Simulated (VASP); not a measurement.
An input for Ansatz (written as the equivalent of a VASP run, and not itself run):

Ansatz 0.2 input:
```yaml
crystal:
  lattice:
    - [3.6394680, 0.0000000, 0.0000000]
    - [0.0000000, 3.6394680, 0.0000000]
    - [0.0000000, 0.0000000, 3.6394680]
  atoms:
    - { symbol: Fe, position: [0.0000000, 0.0000000, 0.0000000], spin: 4 }
    - { symbol: Ru, position: [0.5000000, 0.5000000, 0.5000000] }
    - { symbol: O, position: [0.0000000, 0.5000000, 0.5000000] }
    - { symbol: O, position: [0.5000000, 0.5000000, 0.0000000] }
    - { symbol: O, position: [0.5000000, 0.0000000, 0.5000000] }
kpoints:
  mp_grid: { grid: [5, 5, 5] }
hamiltonian:
  xc: pbesol
  pseudopotentials: { kind: paw }
magnetization: { spin_polarized: true }
scf:
  occupations: { method: gaussian, width: 0.2 }
  max_iter: 100
output: { forces: true, stress: true, eigenvalues: true }
```

**Question.** Translate this input to VASP (INCAR, KPOINTS, POSCAR, choice of POTCAR).

**Answer.** One answer among several that fit: 
**INCAR**
```
ALGO=Normal
EDIFF=1E-6
ENCUT=400
GGA=PS
ISIF=2
ISMEAR=0
ISPIN=2
LASPH=.TRUE.
LCHARG=.FALSE.
LMAXMIX=4
LORBIT=11
LREAL=.FALSE.
LWAVE=.FALSE.
MAGMOM=4.0 4*0.0
NELM=100
PREC=Accurate
SIGMA=0.2
SYSTEM=FeRuO3
```

### KPOINTS
```
Automatic mesh
0
Gamma
 5 5 5
```

### POSCAR
```
FeRuO3
1
    3.6394680000     0.0000000000     0.0000000000
    0.0000000000     3.6394680000     0.0000000000
    0.0000000000     0.0000000000     3.6394680000
Fe Ru O
1 1 3
Direct
  0.0000000000   0.0000000000   0.0000000000
  0.5000000000   0.5000000000   0.5000000000
  0.0000000000   0.5000000000   0.5000000000
  0.5000000000   0.5000000000   0.0000000000
  0.5000000000   0.0000000000   0.5000000000
```

POTCAR, in this order: Fe Ru_pv O (PBE.64 set). Program: vasp_std.

The two are equivalent in intent, not identical: each code has its own PAW files, so the cut-off isn't converted (ENCUT is set for VASP's; basis.ecutwfc is left out, and Ansatz then takes the one that its files recommend); Ansatz stops its SCF on the density residual and VASP on the energy change (EDIFF).

The structure was generated: FeRuO3 was put into an ordered model structure, which need not be its known phase. The cell was not relaxed at this level. The k-mesh is coarse (spacing up to 0.35 per Å, 2π included), so the numbers may not be converged in it.
